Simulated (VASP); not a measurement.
# From one sheet to two: 1T-PtS2 monolayer, part 9 of 9

Aim: relax 1T-PtS2 monolayer, place its levels against the vacuum, then find how two sheets stack and bind.

VASP 6.6.1, plane waves and PAW; the level of theory is named at each step.

So far. Step 12 (A rigid stacking): Energy at zero smearing: -136.56040 eV. Step 13 (Relaxing the bilayer): The run ended after 19 ionic steps, 0.005 eV below its first step, once the forces on the free atoms met EDIFFG = -0.004.

## 14. Levels and bands of the bilayer

Level of this step: r2SCAN with rVV10; plane waves and PAW (Pt, S) (VASP).

The same static run as for one sheet shows what the neighbour does to the levels.

Input file INCAR:

```
SYSTEM = PtS2
PREC = Normal
ENCUT = 350
EDIFF = 1E-06
NELM = 120
ISMEAR = 0
SIGMA = 0.03
LREAL = .FALSE.
ALGO = Normal
METAGGA = R2SCAN
LUSE_VDW = .TRUE.
IVDW_NL = 2
BPARAM = 11.95
CPARAM = 0.0093
LASPH = .TRUE.
NBANDS = 28
LORBIT = 11
LWAVE = .FALSE.
LCHARG = .FALSE.
KPAR = 4
IDIPOL = 3
LDIPOL = .TRUE.
DIPOL = 0.5 0.5 0.5
LVHAR = .TRUE.
LVACPOTAV = .TRUE.
NEDOS = 1500
```

Input file POSCAR:

```
PtS2
1.0
    3.5237097156      0.0000000000      0.0000000000
   -1.7618548578      3.0516221292      0.0000000000
    0.0000000000      0.0000000000     25.0876673352
Pt S
2 4
Direct
    0.0000000000      0.0000000000      0.3920692909
    0.3333333300      0.6666666700      0.6078694368
    0.3333333300      0.6666666700      0.3422791615
    0.6666666700      0.3333333300      0.4416906647
    0.0000000000      0.0000000000      0.5583754533
    0.6666666700      0.3333333300      0.6577159927
```

Input file KPOINTS:

```
Automatic mesh
0
Gamma
12 12 1
0 0 0
```

Input file KPOINTS_OPT:

```
Line mode
14
Line-mode
Reciprocal
  0.00000000   0.00000000   0.00000000 GAMMA
  0.50000000   0.00000000   0.00000000 M

  0.50000000   0.00000000   0.00000000 M
  0.33333333   0.33333333   0.00000000 K

  0.33333333   0.33333333   0.00000000 K
  0.00000000   0.00000000   0.00000000 GAMMA
```

PAW data sets: Pt and S (PBE family, release 64).

Started as:

```sh
mpirun -np 4 vasp_std
```

The program printed:

```text
[... set-up lines as in an earlier step ...]
 entering main loop
       N       E                     dE             d eps       ncg     rms          rms(c)
Total rVV10 correction in eV:      1.0944607    50.5216343
Total rVV10 correction in eV:      1.0944607    50.5216343
Total rVV10 correction in eV:      1.0944607    50.5216343
Total rVV10 correction in eV:      1.0944607    50.5216343
DAV:   1     0.174991553494E+03    0.17499E+03   -0.14694E+04  1064   0.938E+02
DAV:   2    -0.121698618759E+03   -0.29669E+03   -0.28854E+03  1472   0.220E+02
DAV:   3    -0.149789452860E+03   -0.28091E+02   -0.27438E+02  1240   0.757E+01
DAV:   4    -0.150646191003E+03   -0.85674E+00   -0.85233E+00  1380   0.142E+01
DAV:   5    -0.150667640950E+03   -0.21450E-01   -0.21437E-01  1352   0.225E+00    0.261E+01
Total rVV10 correction in eV:      1.0921824    50.5307903
Total rVV10 correction in eV:      1.0921824    50.5307903
Total rVV10 correction in eV:      1.0921824    50.5307903
Total rVV10 correction in eV:      1.0921824    50.5307903
DAV:   6    -0.137156496268E+03    0.13511E+02   -0.23474E+01  1168   0.379E+01    0.190E+01
Total rVV10 correction in eV:      1.1000774    50.5250632
Total rVV10 correction in eV:      1.1000774    50.5250632
Total rVV10 correction in eV:      1.1000774    50.5250632
Total rVV10 correction in eV:      1.1000774    50.5250632
DAV:   7    -0.136575642486E+03    0.58085E+00   -0.46596E+00  1136   0.195E+01    0.756E+00
Total rVV10 correction in eV:      1.1075360    50.5232542
Total rVV10 correction in eV:      1.1075360    50.5232542
Total rVV10 correction in eV:      1.1075360    50.5232542
Total rVV10 correction in eV:      1.1075360    50.5232542
DAV:   8    -0.136600134865E+03   -0.24492E-01   -0.34709E-01  1220   0.350E+00    0.205E+00
Total rVV10 correction in eV:      1.1117106    50.5223603
Total rVV10 correction in eV:      1.1117106    50.5223603
Total rVV10 correction in eV:      1.1117106    50.5223603
Total rVV10 correction in eV:      1.1117106    50.5223603
DAV:   9    -0.136562661627E+03    0.37473E-01   -0.11112E-01  1156   0.303E+00    0.471E-01
Total rVV10 correction in eV:      1.1124490    50.5220471
Total rVV10 correction in eV:      1.1124490    50.5220471
Total rVV10 correction in eV:      1.1124490    50.5220471
Total rVV10 correction in eV:      1.1124490    50.5220471
DAV:  10    -0.136565041958E+03   -0.23803E-02   -0.15821E-02  1236   0.695E-01    0.527E-01
Total rVV10 correction in eV:      1.1124634    50.5220217
Total rVV10 correction in eV:      1.1124634    50.5220217
Total rVV10 correction in eV:      1.1124634    50.5220217
Total rVV10 correction in eV:      1.1124634    50.5220217
DAV:  11    -0.136565007683E+03    0.34275E-04   -0.22963E-04  1348   0.915E-02    0.514E-01
Total rVV10 correction in eV:      1.1121999    50.5219970
Total rVV10 correction in eV:      1.1121999    50.5219970
Total rVV10 correction in eV:      1.1121999    50.5219970
Total rVV10 correction in eV:      1.1121999    50.5219970
DAV:  12    -0.136565547779E+03   -0.54010E-03   -0.52752E-04  1204   0.152E-01    0.355E-01
Total rVV10 correction in eV:      1.1132621    50.5218328
Total rVV10 correction in eV:      1.1132621    50.5218328
Total rVV10 correction in eV:      1.1132621    50.5218328
Total rVV10 correction in eV:      1.1132621    50.5218328
DAV:  13    -0.136566019721E+03   -0.47194E-03   -0.47985E-03  1320   0.492E-01    0.741E-01
Total rVV10 correction in eV:      1.1137176    50.5217892
Total rVV10 correction in eV:      1.1137176    50.5217892
Total rVV10 correction in eV:      1.1137176    50.5217892
Total rVV10 correction in eV:      1.1137176    50.5217892
DAV:  14    -0.136565714521E+03    0.30520E-03   -0.66913E-04  1156   0.156E-01    0.440E-01
Total rVV10 correction in eV:      1.1139103    50.5217664
Total rVV10 correction in eV:      1.1139103    50.5217664
Total rVV10 correction in eV:      1.1139103    50.5217664
Total rVV10 correction in eV:      1.1139103    50.5217664
DAV:  15    -0.136565680843E+03    0.33678E-04   -0.19912E-04  1332   0.658E-02    0.302E-01
Total rVV10 correction in eV:      1.1141164    50.5217438
Total rVV10 correction in eV:      1.1141164    50.5217438
Total rVV10 correction in eV:      1.1141164    50.5217438
Total rVV10 correction in eV:      1.1141164    50.5217438
DAV:  16    -0.136565627402E+03    0.53440E-04   -0.13208E-04  1324   0.541E-02    0.146E-01
Total rVV10 correction in eV:      1.1142675    50.5217251
Total rVV10 correction in eV:      1.1142675    50.5217251
Total rVV10 correction in eV:      1.1142675    50.5217251
Total rVV10 correction in eV:      1.1142675    50.5217251
DAV:  17    -0.136565613228E+03    0.14174E-04   -0.66586E-05  1340   0.439E-02    0.383E-02
Total rVV10 correction in eV:      1.1143438    50.5217130
Total rVV10 correction in eV:      1.1143438    50.5217130
Total rVV10 correction in eV:      1.1143438    50.5217130
Total rVV10 correction in eV:      1.1143438    50.5217130
DAV:  18    -0.136565621124E+03   -0.78954E-05   -0.74543E-06  1240   0.176E-02    0.683E-03
Total rVV10 correction in eV:      1.1143967    50.5217004
Total rVV10 correction in eV:      1.1143967    50.5217004
Total rVV10 correction in eV:      1.1143967    50.5217004
Total rVV10 correction in eV:      1.1143967    50.5217004
DAV:  19    -0.136565625333E+03   -0.42090E-05   -0.13385E-06   796   0.903E-03    0.428E-03
Total rVV10 correction in eV:      1.1144186    50.5216946
Total rVV10 correction in eV:      1.1144186    50.5216946
Total rVV10 correction in eV:      1.1144186    50.5216946
Total rVV10 correction in eV:      1.1144186    50.5216946
DAV:  20    -0.136565628082E+03   -0.27490E-05   -0.61169E-07   752   0.654E-03    0.790E-03
Total rVV10 correction in eV:      1.1144142    50.5216930
Total rVV10 correction in eV:      1.1144142    50.5216930
Total rVV10 correction in eV:      1.1144142    50.5216930
Total rVV10 correction in eV:      1.1144142    50.5216930
DAV:  21    -0.136565630316E+03   -0.22339E-05   -0.16123E-07   632   0.301E-03    0.356E-03
Total rVV10 correction in eV:      1.1144084    50.5216914
Total rVV10 correction in eV:      1.1144084    50.5216914
Total rVV10 correction in eV:      1.1144084    50.5216914
Total rVV10 correction in eV:      1.1144084    50.5216914
DAV:  22    -0.136565628261E+03    0.20546E-05   -0.18469E-07   640   0.290E-03    0.838E-04
Total rVV10 correction in eV:      1.1144089    50.5216900
Total rVV10 correction in eV:      1.1144089    50.5216900
Total rVV10 correction in eV:      1.1144089    50.5216900
Total rVV10 correction in eV:      1.1144089    50.5216900
DAV:  23    -0.136565629848E+03   -0.15867E-05   -0.92782E-08   616   0.252E-03    0.934E-04
Total rVV10 correction in eV:      1.1144091    50.5216892
Total rVV10 correction in eV:      1.1144091    50.5216892
Total rVV10 correction in eV:      1.1144091    50.5216892
Total rVV10 correction in eV:      1.1144091    50.5216892
DAV:  24    -0.136565631638E+03   -0.17901E-05   -0.14059E-07   616   0.364E-03    0.519E-04
Total rVV10 correction in eV:      1.1144102    50.5216893
Total rVV10 correction in eV:      1.1144102    50.5216893
Total rVV10 correction in eV:      1.1144102    50.5216893
Total rVV10 correction in eV:      1.1144102    50.5216893
DAV:  25    -0.136565629705E+03    0.19324E-05   -0.92336E-08   656   0.272E-03    0.191E-04
Total rVV10 correction in eV:      1.1144100    50.5216902
Total rVV10 correction in eV:      1.1144100    50.5216902
Total rVV10 correction in eV:      1.1144100    50.5216902
Total rVV10 correction in eV:      1.1144100    50.5216902
DAV:  26    -0.136565628444E+03    0.12612E-05   -0.85555E-08   624   0.259E-03    0.164E-04
Total rVV10 correction in eV:      1.1144094    50.5216907
Total rVV10 correction in eV:      1.1144094    50.5216907
Total rVV10 correction in eV:      1.1144094    50.5216907
Total rVV10 correction in eV:      1.1144094    50.5216907
DAV:  27    -0.136565629160E+03   -0.71611E-06   -0.24425E-08   644   0.123E-03
 [... a notice as in an earlier step ...]

Total rVV10 correction in eV:      1.1144084    50.5216922
Total rVV10 correction in eV:      1.1144084    50.5216922
Total rVV10 correction in eV:      1.1144084    50.5216922
Total rVV10 correction in eV:      1.1144084    50.5216922
Total rVV10 correction in eV:      1.1144086    50.5216915
Total rVV10 correction in eV:      1.1144086    50.5216915
Total rVV10 correction in eV:      1.1144086    50.5216915
Total rVV10 correction in eV:      1.1144086    50.5216915
   1 F= -.13656563E+03 E0= -.13656563E+03  d E =-.826885E-11
 Start KPOINTS_OPT (optional k-point list driver)
k-point batch [1-19\42]
       N       E                     dE             ncg
DAV:   1     0.761663771071E+03   -0.13040E+05     1064
DAV:   2    -0.498931255487E+04   -0.57510E+04     1452
DAV:   3    -0.549789428889E+04   -0.50858E+03     1244
DAV:   4    -0.551178498551E+04   -0.13891E+02     1364
DAV:   5    -0.551205642156E+04   -0.27144E+00     1348
DAV:   6    -0.551206754578E+04   -0.11124E-01     1492
DAV:   7    -0.551206791930E+04   -0.37353E-03     1356
DAV:   8    -0.551206794204E+04   -0.22731E-04     1316
DAV:   9    -0.551206794254E+04   -0.50745E-06      884
[...]
k-point batch [39-42\42]
       N       E                     dE             ncg
DAV:   1     0.160433184497E+05    0.31861E+02      224
DAV:   2     0.148349002144E+05   -0.12084E+04      284
DAV:   3     0.146975480811E+05   -0.13735E+03      284
DAV:   4     0.146930639083E+05   -0.44842E+01      312
DAV:   5     0.146929667475E+05   -0.97161E-01      284
DAV:   6     0.146929636861E+05   -0.30614E-02      340
DAV:   7     0.146929636608E+05   -0.25306E-04      284
DAV:   8     0.146929636594E+05   -0.14162E-05      292
DAV:   9     0.146929636593E+05   -0.37491E-07      212
```

The job ended after 2.7 min (4 MPI ranks of Intel Xeon Platinum 8259CL at 2.50GHz (Skylake/Cascade Lake), shared host; peak memory 1.4 GiB).

Parts of OUTCAR (step 14):

```text
   NELECT =      44.0000    total number of electrons

 dipolmoment           0.000000      0.000000      0.005695 electrons x Angstroem

 E-fermi :  -1.0325

 k-point     1 :       0.0000    0.0000    0.0000
  band No.  band energies     occupation
    ...
     18      -1.9544      2.00000
     19      -1.9544      2.00000
     20      -1.8338      2.00000
     21      -1.8338      2.00000
     22      -1.5863      2.00000
     23       1.7360      0.00000
     24       1.7361      0.00000
     25       1.8942      0.00000
     26       1.8942      0.00000
     27       4.5232      0.00000
    ...

  Total        0.2542230      0.2542230     -0.1775514     -0.0000000      0.0000000      0.0000000
  in kB        1.5098515      1.5098515     -1.0544926     -0.0000000      0.0000000      0.0000000
  external PRESSURE =       0.6550701 kB  Pullay stress =       0.0000000 kB

 POSITION                                       TOTAL-FORCE (eV/Angst)
 -----------------------------------------------------------------------------------
      0.00000      0.00000      9.83610        -0.000000     -0.000000     -0.000060
     -0.00000      2.03441     15.25003         0.000000     -0.000000      0.000001
     -0.00000      2.03441      8.58699         0.000000     -0.000000     -0.001599
      1.76185      1.01721     11.08099        -0.000000     -0.000000      0.000722
      0.00000      0.00000     14.00834        -0.000000      0.000000     -0.000460
      1.76185      1.01721     16.50056        -0.000000     -0.000000      0.001397
 -----------------------------------------------------------------------------------
    total drift:                               -0.000007      0.000007     -0.000568

  FREE ENERGIE OF THE ION-ELECTRON SYSTEM (eV)
  ---------------------------------------------------
  free  energy   TOTEN  =      -136.5656291604 eV

  energy  without entropy=     -136.5656291604  energy(sigma->0) =     -136.56562916

 vacuum level on the upper side and lower side of the slab         5.030         4.934

[... 8 parts as in an earlier step ...]

[... 9 further parts left out ...]
```

Numbers from this step:

```
electronic cycles                                 : 27
Fermi energy                                      : -1.032 eV
least gap on mesh and path                        : 1.374 eV
least direct gap on mesh and path                 : 1.684 eV
dipole moment                                     : 0, 0, 0.005695 e·Å
vacuum levels                                     : 5.03, 4.934 eV
ionisation potentials of the upper and lower face : 6.191, 6.095 eV
electron affinities of the upper and lower face   : 4.817, 4.721 eV
```

Electronic bands along the path, in eV, zero at the valence-band top; v1 is the highest filled band, c1 the lowest empty one:

```
          point     v4     v3     v2     v1    c1    c2    c3    c4
              Γ  -0.79  -0.67  -0.67  -0.43  2.90  2.90  3.05  3.05
0.46 of the way  -0.87  -0.73  -0.73  -0.29  1.39  1.83  2.42  2.64
              M  -2.35  -2.22  -2.15  -1.85  2.55  2.59  2.72  2.88
0.54 of the way  -1.73  -1.61  -1.32  -1.17  1.87  1.91  2.41  2.47
              K  -1.41  -1.31  -1.20  -1.16  1.64  1.80  1.91  2.17
0.54 of the way  -1.07  -0.79  -0.63  -0.28  1.69  1.81  1.96  2.21
              Γ  -0.79  -0.67  -0.67  -0.43  2.90  2.90  3.05  3.05
```

Of the projections kept (Pt, S), the largest for each band there; the rest of the weight can lie on other orbitals:

```csv
point,v4,v3,v2,v1,c1,c2,c3,c4
Γ,S 0.90,S 0.90,S 0.90,S 0.83,S 0.57,S 0.57,S 0.57,S 0.57
M,Pt 0.80,Pt 0.82,S 0.78,S 0.84,Pt 0.56,S 0.54,Pt 0.54,S 0.55
K,Pt 0.72,Pt 0.70,Pt 0.69,Pt 0.68,Pt 0.59,Pt 0.55,Pt 0.55,Pt 0.51
Γ,S 0.90,S 0.90,S 0.90,S 0.83,S 0.57,S 0.57,S 0.57,S 0.57
```

The planar average of the electrostatic potential oscillates, so the rows of the table below give means over windows of 1 Å about each position, cut where the curve ends. Its maxima inside the range that stand out by 2 % of the span (Å: eV): 9.2: -9.69, 10.5: -9.80, 12.5: 5.17, 14.6: -9.78, 15.9: -9.58. Its minima: 8.7: -11.4, 9.8: -12.9, 11.0: -11.4, 14.1: -11.4, 15.3: -12.8, 16.4: -11.3.

Zero at the Fermi level. Planar average of the electrostatic potential against height; means over each step:

```csv
height (Å),planar average of the electrostatic potential (eV)
0,5.98
1,5.97
2,5.97
3,5.97
4,5.97
5,5.97
6,5.95
7,5.52
8,-2.16
9,-10.5
10,-11.7
11,-9.98
12,2.25
13,3.12
14,-9.40
15,-11.5
16,-10.5
17,-3.39
18,5.47
19,6.04
20,6.06
21,6.06
22,6.06
23,6.06
24,6.06
```

Density of states in the PAW spheres, an atom over height of the layer and energy from the Fermi level.

Ten even steps from '_' (0.00 states/eV) to '@' (3.49 states/eV), each cell a mean:
```
____________
____________
____________
..::..::::::
..--....--..
..--....--..
..::....::..
__::____::__
__##__..@@..
__++____::__
__..____..__
__==____==__
..++....++..
..==..__==..
__::____::__
..--....--..
..==....##..
..**....++..
__--____::__
__..________
____________
____________
```
Columns: height of the layer (Å) from 8.6 to 16.5 (not evenly spaced); rows upwards: energy from the Fermi level (eV) from -7.9 to 0.5.

The map of layer states is cut here 0.5 eV above the Fermi level, so it leaves out the states above that.

The vacuum level lies 6.19 eV above the highest filled level at the upper face; the two faces differ by 0.10 eV, the step that the slab's dipole of 0.006 e·Å makes.

The program found no field-free point at its default tolerance, but its printed level agrees with the flat part of the planar average.

## 15. Putting the energies together

This step: monolayer and bilayer, r2SCAN + rVV10; plane waves and PAW (VASP 6.6.1).

Derived from the runs above.

Numbers from this step:

```yaml
polarisability_per_area_of_the_slab_or_monolayer: 0.3526 Å
gap_with_spin_orbit: 1.991 eV
binding_energy: -19.58 meV/Å²
interlayer_gap: 2.927 Å
bilayer_gap: 1.374 eV
bilayer_level_below_vacuum: 6.191 eV
lattice_a: 3.524 Å
lattice_b: 3.524 Å
thickness: 2.494 Å
monolayer_gap: 2.050 eV
ionisation_potential_at_the_upper_face: 6.658 eV
```

VASP counts both for electrons: a positive EFIELD is a field along -c, and a positive dipole, in electrons times A, points along -c. Field, by row:

| EFIELD (eV/Å) | dipole along z of the monolayer (e Å) | energy change of the monolayer (eV) |
| --- | --- | --- |
| -0.1 | -0.02634 | -0.001322 |
| 0 | 0 | 0 |
| 0.1 | 0.02633 | -0.001318 |

Rigid sheets, 3.1 Å apart. Stackings, by row:

```
                              stacking  energy above the lowest (meV/Å²)
turned by 180 degrees, shift 0.33 0.67                                 0
     same orientation, shift 0.00 0.00                            0.2143
     same orientation, shift 0.67 0.33                            0.8977
     same orientation, shift 0.33 0.67                             18.13
turned by 180 degrees, shift 0.00 0.00                             19.64
```

The polarisability is the slope of the dipole against the field, as a volume for each unit of area.

## 16. Summary of results

| Property | Result |
| --- | --- |
| lattice a | 3.52 Å |
| monolayer gap | 2.05 eV |
| gap with spin orbit | 1.99 eV |
| binding energy | -19.6 meV/Å² |
| interlayer gap | 2.93 Å |
| bilayer gap | 1.37 eV |
| polarisability per area of the slab or monolayer | 0.353 Å |

What this shows: The monolayer relaxes to a = 3.524 Å and has a gap of 2.05 eV (1.99 eV with spin-orbit coupling). The ionisation potential is 6.66 eV at both faces. Of 5 rigid stackings the lowest has the upper sheet turned by 180 degrees and shifted by (0.33, 0.67) in cell vectors, and the highest lies 19.6 meV/Å² above it. Relaxed, the sheets lie 2.93 Å apart and bind by 19.6 meV/Å². The next stacking lies close, and only the lowest was relaxed, so the order could change. The second sheet narrows the gap, to 1.37 eV. All runs are without spin polarisation. The bilayer keeps the monolayer's lattice, and only high-symmetry stackings were tried. Semilocal gaps are too small. Levels against the vacuum, binding and the bilayer's gap are without spin-orbit coupling.

[Lines on the potential files, build, host, timing and source positions are cut from VASP's logs without a mark.]

[Logs are printed without paths, hosts, clocks, repeated set-up lines and the standing remarks that a program may print on its own settings, such as how far it seeks lower states.]

[Hosts, paths, dates, database ids (printed as entryN), source tags and the programs' standing remarks are cut or masked in the printed files.]

[Runs that stopped without an error message from VASP are left out.]
